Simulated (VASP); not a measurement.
## Ti under a change of volume

How do stress and energy of Ti follow a change of volume?

Program: VASP 6.6.1. Level of theory: PBEsol; plane waves and PAW (Ti_sv), in the first sound run; inputs show where later runs differ. Results are calculated unless marked as measured.

### Step 1. The starting structure

The structure is hexagonal, space group P6_3/mmc (No. 194). The conventional cell has a = 2.950 Å, b = 2.950 Å, c = 4.685 Å, α = 90.00°, β = 90.00°, γ = 120.00°. Nearest to Ti lie 12 Ti at 2.90 to 2.95 Å.

### Step 2. Relax the crystal, PBEsol

The series starts from the cell that this level prefers, so that zero strain is near zero stress.

This step took 2 runs in a row; the last is shown.

Level: PBEsol; plane waves and PAW (Ti_sv).

Input file INCAR:

```
SYSTEM = Ti
PREC = Accurate
ENCUT = 450
EDIFF = 1E-07
NELM = 120
ISMEAR = 1
SIGMA = 0.15
LREAL = .FALSE.
ALGO = Normal
GGA = PS
NBANDS = 18
LASPH = .TRUE.
LORBIT = 11
LWAVE = .FALSE.
LCHARG = .FALSE.
KPAR = 8
IBRION = 2
NSW = 40
ISIF = 3
EDIFFG = -0.005
POTIM = 0.4
```

Input file POSCAR:

```
Ti
1.0
    2.8961641157      0.0000000000      0.0000000000
   -1.4480820578      2.5081516977      0.0000000000
    0.0000000000      0.0000000000      4.5826995009
Ti
2
Direct
    0.0000000000      0.0000000000      0.0000000000
    0.3333333333      0.6666666667      0.5000000000
```

Input file KPOINTS:

```
Automatic mesh
0
Gamma
23 23 13
0 0 0
```

Potentials, in the order of the species: Ti_sv (PBE family, release 64).

The run is started by

```console
mpirun -np 8 vasp_std
```

The program printed:

```text
[banner, memory and clock lines left out]
running    8 mpi-ranks, on    1 nodes
[...]
|                                                                             |
|           W    W    AA    RRRRR   N    N  II  N    N   GGGG   !!!           |
|           W    W   A  A   R    R  NN   N  II  NN   N  G    G  !!!           |
|           W    W  A    A  R    R  N N  N  II  N N  N  G       !!!           |
|           W WW W  AAAAAA  RRRRR   N  N N  II  N  N N  G  GGG   !            |
|           WW  WW  A    A  R   R   N   NN  II  N   NN  G    G                |
|           W    W  A    A  R    R  N    N  II  N    N   GGGG   !!!           |
|                                                                             |
|     For optimal performance we recommend to set                             |
|       NCORE = 2 up to number-of-cores-per-socket                            |
|     NCORE specifies how many cores store one orbital (NPAR=cpu/NCORE).      |
|     This setting can greatly improve the performance of VASP for DFT.       |
[...]
DAV:   7    -0.166737968047E+02   -0.82465E-06   -0.10029E-06 17744   0.668E-03    0.682E-04
DAV:   8    -0.166737968667E+02   -0.61937E-07   -0.13562E-07  9824   0.211E-03
   2 F= -.16673797E+02 E0= -.16674707E+02  d E =-.834766E-05
 trial-energy change:   -0.000008  1 .order   -0.000008   -0.000031    0.000015
 step:   0.6812(harm=  0.6812)  dis= 0.00000  next Energy=   -16.673799 (dE=-0.107E-04)
[...]
N       E                     dE             d eps       ncg     rms          rms(c)
DAV:   1    -0.166738613975E+02   -0.64593E-04   -0.15220E-03 18902   0.485E-01    0.681E-02
DAV:   2    -0.166737978699E+02    0.63528E-04   -0.30108E-04 20146   0.183E-01    0.194E-02
DAV:   3    -0.166737964037E+02    0.14662E-05   -0.40870E-05 19822   0.390E-02    0.634E-03
DAV:   4    -0.166737985692E+02   -0.21655E-05   -0.78645E-06 18456   0.180E-02    0.245E-03
DAV:   5    -0.166737993921E+02   -0.82290E-06   -0.22319E-06 17790   0.928E-03    0.353E-03
DAV:   6    -0.166737992590E+02    0.13315E-06   -0.85772E-07 17134   0.642E-03    0.988E-04
DAV:   7    -0.166737991715E+02    0.87533E-07   -0.86162E-08  8932   0.216E-03
   3 F= -.16673799E+02 E0= -.16674710E+02  d E =-.106524E-04
[...]
reached required accuracy - stopping structural energy minimisation
```

It took 28 s on 8 MPI ranks of Intel Xeon 6975P-C (Granite Rapids), shared host; peak memory 2.1 GiB.

Lines that name or quote the potential files are left out of all logs, and their timing lines are given in words.

Parts of OUTCAR (step 2):

```text
  Total        0.0011627      0.0011627      0.0001766      0.0000000     -0.0000000      0.0000000
  in kB        0.0560127      0.0560127      0.0085065      0.0000000     -0.0000000      0.0000000
  external PRESSURE =       0.0401773 kB  Pullay stress =       0.0000000 kB

 POSITION                                       TOTAL-FORCE (eV/Angst)
 -----------------------------------------------------------------------------------
     -0.00000     -0.00000      4.58119        -0.000000      0.000000     -0.000000
     -0.00000      1.67161      2.29060         0.000000     -0.000000      0.000000
 -----------------------------------------------------------------------------------
    total drift:                               -0.000000      0.000000     -0.000000

  FREE ENERGIE OF THE ION-ELECTRON SYSTEM (eV)
  ---------------------------------------------------
  free  energy   TOTEN  =       -16.6737991715 eV

  energy  without entropy=      -16.6765325927  energy(sigma->0) =      -16.67471031

 reached required accuracy - stopping structural energy minimisation

[... 3 further parts left out ...]
[key lines of the parts left out:]
E-fermi :   8.6921
```

This run gave:

- energy(sigma→0) of the program: -16.6747 eV
- stress, compression positive: xx, yy, zz 0.01, 0.01, 0.00 GPa
- volume: 33.258 Å³
- ionic steps: 3

### Step 3. Relax at fixed volume, PBEsol

One member in full: the volume is scaled by 0.99, and shape and atoms relax at that volume.

Level: PBEsol; plane waves and PAW (Ti_sv).

INCAR, as its differences from that of step 2:

```diff
@@ -15,7 +15,7 @@
 LCHARG = .FALSE.
-KPAR = 8
+KPAR = 2
 IBRION = 2
 NSW = 40
-ISIF = 3
-EDIFFG = -0.005
+ISIF = 4
+EDIFFG = -0.004
 POTIM = 0.4
```

Input file POSCAR:

```
Ti
1.0
    2.8856286272      0.0000000000      0.0000000000
   -1.4428143135      2.4990276971      0.0000000000
    0.0000000000      0.0000000000      4.5658701115
Ti
2
Direct
    0.0000000000      0.0000000000      0.0000000000
    0.3333333333      0.6666666667      0.5000000000
```

KPOINTS is that of step 2.

The run is started by

```console
mpirun -np 2 vasp_std
```

The program printed:

```text
[banner, memory and clock lines left out]
running    2 mpi-ranks, on    1 nodes
[...]
[... a notice as in an earlier step ...]

 LDA part: xc-table for (Slater+PW92), standard interpolation
 POSCAR, INCAR and KPOINTS ok, starting setup
[...]
entering main loop
       N       E                     dE             d eps       ncg     rms          rms(c)
DAV:   1     0.239083579788E+03    0.23908E+03   -0.11829E+04 14120   0.152E+03
DAV:   2     0.513900497770E+01   -0.23394E+03   -0.23088E+03 14348   0.432E+02
DAV:   3    -0.181267065461E+02   -0.23266E+02   -0.22984E+02 26290   0.120E+02
DAV:   4    -0.188281965891E+02   -0.70149E+00   -0.70045E+00 16524   0.203E+01
[...]
DAV:  14    -0.166715322867E+02   -0.50095E-06   -0.14028E-07 11824   0.232E-03    0.505E-04
DAV:  15    -0.166715323974E+02   -0.11067E-06   -0.24682E-08  8068   0.140E-03    0.909E-05
DAV:  16    -0.166715323928E+02    0.46143E-08   -0.88580E-09  7848   0.910E-04
   1 F= -.16671532E+02 E0= -.16672418E+02  d E =-.166715E+02
[...]
reached required accuracy - stopping structural energy minimisation
```

Run time: 43 s. Hardware: 2 MPI ranks; peak memory 0.49 GiB.

OUTCAR, selected parts (step 3):

```text
  Total        0.2480849      0.2480849      0.2562147      0.0000000     -0.0000000     -0.0000000
  in kB       12.0719080     12.0719080     12.4675051      0.0000000     -0.0000000     -0.0000000
  external PRESSURE =      12.2037737 kB  Pullay stress =       0.0000000 kB

 POSITION                                       TOTAL-FORCE (eV/Angst)
 -----------------------------------------------------------------------------------
      0.00000      0.00000      0.00000        -0.000000      0.000000      0.000000
     -0.00000      1.66602      2.28294         0.000000     -0.000000      0.000000
 -----------------------------------------------------------------------------------
    total drift:                               -0.000000      0.000000     -0.000000

  FREE ENERGIE OF THE ION-ELECTRON SYSTEM (eV)
  ---------------------------------------------------
  free  energy   TOTEN  =       -16.6715323928 eV

  energy  without entropy=      -16.6741900677  energy(sigma->0) =      -16.67241828

[... 2 parts as in an earlier step ...]

[... 2 further parts left out ...]
[key lines of the parts left out:]
E-fermi :   8.8024
```

Numbers from this step:

| Property | Result |
| --- | --- |
| energy(sigma→0) of the program | -16.6724 eV |
| stress, compression positive | xx, yy, zz 1.21, 1.21, 1.25 GPa |
| ionic steps | 1 |

### Step 4. All members

The other members went through these steps as far as the tables show, with the same cutoff and, step by step, the same mesh; 9 runs are not shown. The session took 0.49 core hours (wall time by ranks) on a shared machine.

| volume over the relaxed volume | volume (Å³/atom) | pressure (GPa) | energy above the unstrained row, extrapolated to no smearing (meV/atom) |
| --- | --- | --- | --- |
| 0.940 | 15.631 | 8.216 | 27.336 |
| 0.960 | 15.964 | ? | ? |
| 0.980 | 16.297 | 2.496 | 3.500 |
| 0.990 | 16.463 | 1.220 | 1.101 |
| 1 | 16.629 | -0.002 | 0.000 |
| 1.010 | 16.795 | -1.171 | 0.133 |
| 1.020 | 16.962 | -2.287 | 1.476 |
| 1.040 | 17.294 | -4.370 | 7.487 |
| 1.060 | 17.627 | -6.273 | 17.669 |

### Step 5. Stress from the known rows

Fitting a cubic to the 8 known rows (u: logarithm of the volume ratio) gives pressure = − 111.6 u³ + 209.6 u² − 119.4 u − 0.002535 in GPa; the residuals are 6.8e-4 GPa r.m.s.

For the withheld row, u = -0.04082, the fit gives 5.230 GPa.

### Step 6. Checking the prediction

The calculation gives 5.229 GPa, so the prediction is 0.001 GPa too high.

A cubic of the pressure in ln(V/V₀) through all rows has the slope −B at V₀: B = 119 GPa, and its curvature gives B′ = 3.5.

### Step 7. Results

```json
{
 "error of the predicted pressure": "0.001 GPa",
 "bulk modulus": "119 GPa"
}
```

In words: The slope of the energy gives 0.45 GPa at the relaxed volume where the pressure column has 0.00 GPa, a mark of the finite basis or of the smearing. These are static values: temperature and zero-point motion are left out. In a metal the slopes also depend on mesh and smearing, which were held through the series.

[Lines on the potential files, build, host, timing and source positions are cut from VASP's logs without a mark.]

[Logs are printed without paths, hosts, clocks, repeated set-up lines and the standing remarks that a program may print on its own settings, such as how far it seeks lower states.]

[Hosts, paths, dates, database ids (printed as entryN), source tags and the programs' standing remarks are cut or masked in the printed files.]

[In band tables of VASP the shares of atoms and orbitals are scaled to a sum of 1 inside the atoms' spheres.]
